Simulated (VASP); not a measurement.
# PtSe2 (Sudovikovite): convergence with the k-mesh and PAW data sets, part 2 of 2

How sensitive are energy, pressure and forces of PtSe2 (Sudovikovite) to the k-mesh and PAW data sets? The series runs use PBEsol. The start is a cell from a database of measured crystal structures.

VASP 6.6.1, plane waves and PAW; the level of theory is named at each step.

So far. Step 6 (K-mesh: 6 6 4): Against the run before the energy moves by +7.97 meV an atom and the pressure by +0.11 GPa, after 12 cycles in 3 s.

The database entry behind the starting cell has ideal inner coordinates that were not refined, so it need not match the best structure at ambient conditions.

### Step 7. K-mesh: 8 8 5

Level of this step: PBEsol; plane waves and PAW (Pt, Se) (VASP).

The input, INCAR:

```
SYSTEM = PtSe2
PREC = Accurate
ENCUT = 400
EDIFF = 1E-06
NELM = 100
ISMEAR = -1
SIGMA = 0.05
LREAL = .FALSE.
ALGO = Normal
GGA = PS
NBANDS = 17
LASPH = .TRUE.
LORBIT = 11
LWAVE = .FALSE.
LCHARG = .FALSE.
KPAR = 4
ISIF = 2
```

The input, POSCAR:

```
PtSe2
1.0
    3.7240000000      0.0000000000      0.0000000000
   -1.8620000000      3.2250786037      0.0000000000
    0.0000000000      0.0000000000      5.0620000000
Pt Se
1 2
Direct
    0.0000000000      0.0000000000      0.0000000000
    0.3333333333      0.6666666667      0.2500000000
    0.6666666667      0.3333333333      0.7500000000
```

The input, KPOINTS:

```
Automatic mesh
0
Gamma
8 8 5
0 0 0
```

Potentials, in the order of the species: Pt and Se (PBE family, release 64).

Launch:

```sh
$ mpirun -np 4 vasp_std
```

What it wrote:

```text
[... set-up lines as in an earlier step ...]
 entering main loop
       N       E                     dE             d eps       ncg     rms          rms(c)
DAV:   1     0.896754838065E+02    0.89675E+02   -0.87541E+03  1432   0.913E+02
DAV:   2    -0.129276098272E+02   -0.10260E+03   -0.99562E+02  1730   0.195E+02
DAV:   3    -0.167340334846E+02   -0.38064E+01   -0.37807E+01  1632   0.384E+01
DAV:   4    -0.167593622097E+02   -0.25329E-01   -0.25323E-01  1789   0.341E+00
[...]
DAV:  10    -0.158872504698E+02   -0.63463E-04   -0.96662E-04  1582   0.215E-01    0.404E-02
DAV:  11    -0.158872439609E+02    0.65090E-05   -0.63411E-05  1740   0.753E-02    0.221E-02
DAV:  12    -0.158872441782E+02   -0.21733E-06   -0.61195E-06  1526   0.182E-02
   1 F= -.15887244E+02 E0= -.15884169E+02  d E =-.615055E-02
```

Wall time 3.8 s (4 MPI ranks of Intel Xeon 6975P-C (Granite Rapids), shared host); peak memory 0.64 GiB.

Parts of OUTCAR (step 7):

```text
  Total        1.0159100      1.0159100      0.4710057      0.0000000     -0.0000000      0.0000000
  in kB       26.7727956     26.7727956     12.4126531      0.0000000     -0.0000000      0.0000000
  external PRESSURE =      21.9860814 kB  Pullay stress =       0.0000000 kB

 POSITION                                       TOTAL-FORCE (eV/Angst)
 -----------------------------------------------------------------------------------
      0.00000      0.00000      0.00000        -0.000000      0.000000      0.000000
     -0.00000      2.15005      1.26550         0.000000     -0.000000      0.356242
      1.86200      1.07503      3.79650        -0.000000      0.000000     -0.356242
 -----------------------------------------------------------------------------------
    total drift:                               -0.000000      0.000000      0.000000

  FREE ENERGIE OF THE ION-ELECTRON SYSTEM (eV)
  ---------------------------------------------------
  free  energy   TOTEN  =       -15.8872441782 eV

  energy  without entropy=      -15.8810936317  energy(sigma->0) =      -15.88416890

[... 1 part as in an earlier step ...]

[... 2 further parts left out ...]
[key lines of the parts left out:]
E-fermi :   6.4273
```

Against the run before the energy moves by +0.18 meV an atom and the pressure by -0.01 GPa, after 12 cycles in 3.8 s.

### Step 8. K-mesh: 10 10 7

INCAR is that of step 7.

POSCAR is that of step 7.

The input, KPOINTS:

```
Automatic mesh
0
Gamma
10 10 7
0 0 0
```

Launch:

```sh
$ mpirun -np 4 vasp_std
```

What it wrote:

```text
[... set-up lines as in an earlier step ...]
 entering main loop
       N       E                     dE             d eps       ncg     rms          rms(c)
DAV:   1     0.898484086244E+02    0.89848E+02   -0.86389E+03  2800   0.911E+02
DAV:   2    -0.130065050390E+02   -0.10285E+03   -0.10018E+03  3455   0.195E+02
DAV:   3    -0.167328355096E+02   -0.37263E+01   -0.37007E+01  3272   0.382E+01
DAV:   4    -0.167581494393E+02   -0.25314E-01   -0.25306E-01  3586   0.343E+00
[...]
DAV:  10    -0.158890029726E+02   -0.57804E-04   -0.11313E-03  3157   0.215E-01    0.392E-02
DAV:  11    -0.158890012397E+02    0.17329E-05   -0.52742E-05  3429   0.631E-02    0.247E-02
DAV:  12    -0.158890009966E+02    0.24309E-06   -0.48591E-06  3015   0.166E-02
   1 F= -.15889001E+02 E0= -.15886655E+02  d E =-.469150E-02
```

The job ended after 5.4 s (4 MPI ranks; peak memory 0.73 GiB).

Parts of OUTCAR (step 8):

```text
  Total        1.0353904      1.0353904      0.4339106     -0.0000000      0.0000000      0.0000000
  in kB       27.2861710     27.2861710     11.4350675     -0.0000000      0.0000000      0.0000000
  external PRESSURE =      22.0024698 kB  Pullay stress =       0.0000000 kB

 POSITION                                       TOTAL-FORCE (eV/Angst)
 -----------------------------------------------------------------------------------
      0.00000      0.00000      0.00000        -0.000000      0.000000     -0.000000
     -0.00000      2.15005      1.26550         0.000000      0.000000      0.319594
      1.86200      1.07503      3.79650        -0.000000     -0.000000     -0.319594
 -----------------------------------------------------------------------------------
    total drift:                               -0.000000      0.000000      0.000000

  FREE ENERGIE OF THE ION-ELECTRON SYSTEM (eV)
  ---------------------------------------------------
  free  energy   TOTEN  =       -15.8890009966 eV

  energy  without entropy=      -15.8843094949  energy(sigma->0) =      -15.88665525

[... 1 part as in an earlier step ...]

[... 2 further parts left out ...]
[key lines of the parts left out:]
E-fermi :   6.3800
```

Against the run before the energy moves by -0.83 meV an atom while the pressure stays within 0.01 GPa, after 12 cycles in 5.4 s.

### Step 9. K-mesh: 13 13 8

INCAR is that of step 8.

POSCAR is that of step 8.

The input, KPOINTS:

```
Automatic mesh
0
Gamma
13 13 8
0 0 0
```

Launch:

```sh
$ mpirun -np 4 vasp_std
```

What it wrote:

```text
[... set-up lines as in an earlier step ...]
 entering main loop
       N       E                     dE             d eps       ncg     rms          rms(c)
DAV:   1     0.888464130021E+02    0.88846E+02   -0.87489E+03  5262   0.915E+02
DAV:   2    -0.131105515255E+02   -0.10196E+03   -0.99030E+02  6307   0.195E+02
DAV:   3    -0.167333728399E+02   -0.36228E+01   -0.36001E+01  5894   0.377E+01
DAV:   4    -0.167582561005E+02   -0.24883E-01   -0.24876E-01  6484   0.340E+00
[...]
DAV:  10    -0.158876100261E+02   -0.63139E-04   -0.10694E-03  5846   0.217E-01    0.409E-02
DAV:  11    -0.158876059510E+02    0.40751E-05   -0.60967E-05  6464   0.725E-02    0.232E-02
DAV:  12    -0.158876057058E+02    0.24520E-06   -0.57798E-06  5495   0.187E-02
   1 F= -.15887606E+02 E0= -.15884618E+02  d E =-.597494E-02
```

It took 8.6 s on 4 MPI ranks; peak memory 0.89 GiB; 29 s of CPU time.

OUTCAR, selected parts (step 9):

```text
  Total        1.0380162      1.0380162      0.4222399      0.0000000     -0.0000000      0.0000000
  in kB       27.3553704     27.3553704     11.1275037      0.0000000     -0.0000000      0.0000000
  external PRESSURE =      21.9460815 kB  Pullay stress =       0.0000000 kB

 POSITION                                       TOTAL-FORCE (eV/Angst)
 -----------------------------------------------------------------------------------
      0.00000      0.00000      0.00000         0.000000      0.000000     -0.000000
     -0.00000      2.15005      1.26550         0.000000      0.000000      0.323342
      1.86200      1.07503      3.79650        -0.000000     -0.000000     -0.323342
 -----------------------------------------------------------------------------------
    total drift:                               -0.000000      0.000000      0.000000

  FREE ENERGIE OF THE ION-ELECTRON SYSTEM (eV)
  ---------------------------------------------------
  free  energy   TOTEN  =       -15.8876057058 eV

  energy  without entropy=      -15.8816307643  energy(sigma->0) =      -15.88461824

[... 1 part as in an earlier step ...]

[... 2 further parts left out ...]
[key lines of the parts left out:]
E-fermi :   6.3932
```

Against the run before the energy moves by +0.68 meV an atom and the pressure by -0.01 GPa, after 12 cycles in 8.6 s.

### Step 10. The k-mesh series as a table

This step: convergence of PBEsol results with the mesh; plane waves and PAW (VASP 6.6.1).

Derived from the runs above.

Differences are taken from the run with 13 13 8. Results of the series, by row:

```
setting     status  energy less the reference (meV/atom)  pressure (GPa)  largest force difference (meV/Å)  gap (eV)  SCF cycles  wall time (s)
  2 2 2  converged                                -75.65           0.887                              1498    0.1183          14            1.8
  3 3 2  converged                                -29.29           1.962                             104.2         0          13              2
  4 4 3  converged                                -20.52           1.843                             72.68         0          12            2.4
  5 5 3  converged                                    -8           2.095                             57.55         0          12            2.4
  6 6 4  converged                              -0.03211           2.208                             23.99         0          12              3
  8 8 5  converged                                0.1498           2.199                              32.9         0          12            3.8
10 10 7  converged                                -0.679             2.2                             3.748         0          12            5.4
13 13 8  converged                                     0           2.195                                 0         0          12            8.6
```

### Step 11. PAW data sets: minimal 64: Pt Se

This step: PBEsol; plane waves and PAW (Pt, Se) (VASP 6.6.1).

Data sets differ in which electrons are valence and how hard the partial waves are.

INCAR is that of step 9.

POSCAR is that of step 9.

The input, KPOINTS:

```
Automatic mesh
0
Gamma
6 6 4
0 0 0
```

Launch:

```sh
$ mpirun -np 4 vasp_std
```

What it wrote:

```text
[... set-up lines as in an earlier step ...]
 entering main loop
       N       E                     dE             d eps       ncg     rms          rms(c)
[... 12 cycles as in an earlier step ...]
   1 F= -.15888621E+02 E0= -.15884715E+02  d E =-.781216E-02
```

Wall time 3 s (4 MPI ranks); peak memory 0.59 GiB.

From OUTCAR (step 11):

```text
   NELECT =      22.0000    total number of electrons

 E-fermi :   6.3856

 k-point     1 :       0.0000    0.0000    0.0000
  band No.  band energies     occupation
    ...
      6       2.3745      2.00000
      7       2.3745      2.00000
      8       3.8199      2.00000
      9       5.3321      2.00000
     10       5.3321      2.00000
     11       6.8081      0.00043
     12       7.8611      0.00000
     13       7.8611      0.00000
     14       9.8893      0.00000
     15      10.4891      0.00000
    ...

[... 11 parts as in an earlier step ...]

[... 10 further parts left out ...]
```

The k-mesh is coarse for a metal.

This step gave:

- irreducible k-points: 24
- Fermi energy: 6.386 eV
- pressure: 2.208 GPa

The series starts at -5.2949 eV an atom and 2.21 GPa, after 12 cycles in 3 s.

### Step 12. PAW data sets: recommended 54: Pt Se

INCAR is that of step 11.

POSCAR is that of step 11.

KPOINTS is that of step 11.

Potentials, in the order of the species: Pt and Se (PBE family, release 54).

Launch:

```sh
$ mpirun -np 4 vasp_std
```

What it wrote:

```text
[... set-up lines as in an earlier step ...]
 entering main loop
       N       E                     dE             d eps       ncg     rms          rms(c)
[... 12 cycles as in an earlier step ...]
   1 F= -.15888621E+02 E0= -.15884715E+02  d E =-.781216E-02
```

Run time: 3 s. Hardware: 4 MPI ranks; peak memory 0.59 GiB; 8.8 s of CPU time.

Parts of OUTCAR (step 12):

```text
[... 6 parts as in an earlier step ...]

[... 1 further part left out ...]
[key lines of the parts left out:]
E-fermi :   6.3856
```

With 22 valence electrons the pressure is 2.21 GPa, +0.00 GPa from the first of the series, after 12 cycles in 3 s.

### Step 13. PAW data sets: semicore 64: Pt pv Se

This step: PBEsol; plane waves and PAW (Pt_pv, Se) (VASP 6.6.1).

Changes to INCAR since step 12:

```diff
@@ -10,3 +10,3 @@
 GGA = PS
-NBANDS = 17
+NBANDS = 20
 LASPH = .TRUE.
```

POSCAR is that of step 12.

KPOINTS is that of step 12.

Potentials, in the order of the species: Pt_pv and Se (PBE family, release 64).

Launch:

```sh
$ mpirun -np 4 vasp_std
```

What it wrote:

```text
[... set-up lines as in an earlier step ...]
 entering main loop
       N       E                     dE             d eps       ncg     rms          rms(c)
DAV:   1     0.142064440051E+03    0.14206E+03   -0.14304E+04  1152   0.103E+03
DAV:   2    -0.106960857000E+02   -0.15276E+03   -0.14797E+03  1232   0.272E+02
DAV:   3    -0.166734666971E+02   -0.59774E+01   -0.58622E+01  1228   0.498E+01
DAV:   4    -0.167303668359E+02   -0.56900E-01   -0.56784E-01  1116   0.488E+00
[...]
DAV:  11    -0.158777755033E+02   -0.11666E-05   -0.38258E-05  1104   0.528E-02    0.157E-02
DAV:  12    -0.158777779765E+02   -0.24731E-05   -0.66730E-06  1060   0.191E-02    0.698E-03
DAV:  13    -0.158777780755E+02   -0.99060E-07   -0.67911E-07   660   0.637E-03
   1 F= -.15877778E+02 E0= -.15873892E+02  d E =-.777294E-02
```

Elapsed: 3.2 s, on 4 MPI ranks; peak memory 0.6 GiB.

Parts of OUTCAR (step 13):

```text
  Total        0.8497138      0.8497138      0.2605851      0.0000000      0.0000000      0.0000000
  in kB       22.3929422     22.3929422      6.8673326      0.0000000      0.0000000      0.0000000
  external PRESSURE =      17.2177390 kB  Pullay stress =       0.0000000 kB

 POSITION                                       TOTAL-FORCE (eV/Angst)
 -----------------------------------------------------------------------------------
      0.00000      0.00000      0.00000         0.000000      0.000000      0.000000
     -0.00000      2.15005      1.26550        -0.000000      0.000000      0.364425
      1.86200      1.07503      3.79650         0.000000     -0.000000     -0.364425
 -----------------------------------------------------------------------------------
    total drift:                               -0.000000      0.000000      0.000000

  FREE ENERGIE OF THE ION-ELECTRON SYSTEM (eV)
  ---------------------------------------------------
  free  energy   TOTEN  =       -15.8777780755 eV

  energy  without entropy=      -15.8700051385  energy(sigma->0) =      -15.87389161

[... 1 part as in an earlier step ...]

[... 2 further parts left out ...]
[key lines of the parts left out:]
E-fermi :   6.5837
```

With 28 valence electrons the pressure is 1.72 GPa, -0.49 GPa from the first of the series, after 13 cycles in 3.2 s.

### Step 14. PAW data sets: GW 64: Pt sv GW Se GW

This step: PBEsol; plane waves and PAW (Pt_sv_GW, Se_GW) (VASP 6.6.1).

Changes to INCAR since step 13:

```diff
@@ -2,3 +2,3 @@
 PREC = Accurate
-ENCUT = 400
+ENCUT = 430
 EDIFF = 1E-06
@@ -10,3 +10,3 @@
 GGA = PS
-NBANDS = 20
+NBANDS = 21
 LASPH = .TRUE.
```

POSCAR is that of step 13.

KPOINTS is that of step 13.

Potentials, in the order of the species: Pt_sv_GW and Se_GW (PBE family, release 64).

Launch:

```sh
$ mpirun -np 4 vasp_std
```

What it wrote:

```text
[... set-up lines as in an earlier step ...]
 entering main loop
       N       E                     dE             d eps       ncg     rms          rms(c)
DAV:   1     0.142811852895E+03    0.14281E+03   -0.16094E+04  1360   0.117E+03
DAV:   2    -0.108648791393E+02   -0.15368E+03   -0.14619E+03  1288   0.296E+02
DAV:   3    -0.189742522504E+02   -0.81094E+01   -0.78873E+01  1239   0.573E+01
DAV:   4    -0.191172678741E+02   -0.14302E+00   -0.14281E+00  1139   0.736E+00
[...]
DAV:  12    -0.158578118179E+02    0.36950E-04   -0.20463E-04  1266   0.109E-01    0.328E-02
DAV:  13    -0.158578121258E+02   -0.30783E-06   -0.15691E-05  1108   0.297E-02    0.644E-03
DAV:  14    -0.158578120853E+02    0.40469E-07   -0.53118E-07   664   0.542E-03
   1 F= -.15857812E+02 E0= -.15853897E+02  d E =-.783012E-02
```

The job ended after 5.8 s (4 MPI ranks; peak memory 0.69 GiB).

From OUTCAR (step 14):

```text
  Total        0.7807789      0.7807789      0.1866996      0.0000000      0.0000000     -0.0000000
  in kB       20.5762637     20.5762637      4.9201893      0.0000000      0.0000000     -0.0000000
  external PRESSURE =      15.3575722 kB  Pullay stress =       0.0000000 kB

 POSITION                                       TOTAL-FORCE (eV/Angst)
 -----------------------------------------------------------------------------------
      0.00000      0.00000      0.00000        -0.000000      0.000000      0.000000
     -0.00000      2.15005      1.26550         0.000000      0.000000      0.363856
      1.86200      1.07503      3.79650        -0.000000      0.000000     -0.363856
 -----------------------------------------------------------------------------------
    total drift:                               -0.000000     -0.000000     -0.000000

  FREE ENERGIE OF THE ION-ELECTRON SYSTEM (eV)
  ---------------------------------------------------
  free  energy   TOTEN  =       -15.8578120853 eV

  energy  without entropy=      -15.8499819609  energy(sigma->0) =      -15.85389702

[... 3 further parts left out ...]
[key lines of the parts left out:]
E-fermi :   6.2519
```

With 30 valence electrons the pressure is 1.54 GPa, -0.67 GPa from the first of the series, after 14 cycles in 5.8 s.

### Step 15. The PAW data sets series as a table

This step: convergence of PBEsol results with the datasets; plane waves and PAW (VASP 6.6.1).

No new run; the numbers come from the runs before.

Differences are taken from the run with minimal 64: Pt Se. Results of the series, by row:

```
                      setting     status  pressure (GPa)  largest force difference (meV/Å)  SCF cycles  wall time (s)
    minimal 64: Pt Se, 400 eV  converged           2.208                                 0          12              3
recommended 54: Pt Se, 400 eV  converged           2.208                                 0          12              3
semicore 64: Pt_pv Se, 400 eV  converged           1.722                             17.09          13            3.2
gw 64: Pt_sv_GW Se_GW, 430 eV  converged           1.536                             16.52          14            5.8
```

### Step 16. Outcome

| Quantity | Value |
| --- | --- |
| k-mesh from which the energy stays within 10 meV/atom of the reference | 5 5 3 |
| k-mesh from which the energy stays within 1 meV/atom of the reference | 6 6 4 |
| k-mesh from which the pressure stays within 0.2 GPa of the reference | 5 5 3 |
| spread of the pressure over the k-mesh | 1.32 GPa |
| spread of the energy over the k-mesh | 75.8 meV/atom |
| spread of the pressure over the PAW data sets | 0.672 GPa |

In words: From 6 6 4 on, the energy stays within 1 meV an atom of the reference, at 35 % of its time. The pressure holds within 0.2 GPa from 5 5 3 on. The energy swings above and below the reference, since the sum over k-points is not variational. A metal's Fermi surface slows this convergence. The choice of data set moves the pressure between 1.54 GPa (gw 64: Pt_sv_GW Se_GW) and 2.21 GPa (minimal 64: Pt Se); the cutoffs differ too (400 and 430 eV). For the k-mesh, differences are taken from the run with 13 13 8, which is itself not the exact limit. Data sets differ in their zero of energy, so energies are not compared. The run at 2 2 2 is over 30 meV an atom or 2 GPa off and describes the material poorly.

[Lines on the potential files, build, host, timing and source positions are cut from VASP's logs without a mark.]

[Logs are printed without paths, hosts, clocks, repeated set-up lines and the standing remarks that a program may print on its own settings, such as how far it seeks lower states.]

[Hosts, paths, dates, database ids (printed as entryN), source tags and the programs' standing remarks are cut or masked in the printed files.]

[A measured line is paired with the nearest computed mode of its activity, which favours agreement.]

[In band tables of VASP the shares of atoms and orbitals are scaled to a sum of 1 inside the atoms' spheres.]
